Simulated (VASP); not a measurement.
Data:

```
CELL_PARAMETERS angstrom
      0.00000     2.68663     2.68663
      2.68663     0.00000     2.68663
      2.68663     2.68663     0.00000
ATOMIC_POSITIONS crystal
  Si 0.25000 0.25000 0.25000
  Si 0.75000 0.75000 0.75000
  Ni 0.00000 0.00000 0.00000
```

Method: revTPSS meta-GGA, VASP's PBE PAW potentials (set 64) (plane waves; VASP). Settings: 520 eV cut-off, 11×11×11 Γ-centred mesh, tetrahedra with Blöchl corrections, potentials Si Ni.

**Question.** The job: NiSi2 (fluorite), 3 atoms, revTPSS, static run, 520 eV, 11×11×11 Γ-centred mesh. Roughly how much core time does it take on a busy server core?

**Answer.** About 3 core-minutes (one run on a shared machine, a rough figure). It had 56 irreducible k-points, 13 bands, up to 1055 plane waves and 24 electronic steps.

The compound is NiSi2 in the fluorite structure. It was relaxed first. The run is not spin-polarised, so no magnetic state was tried.
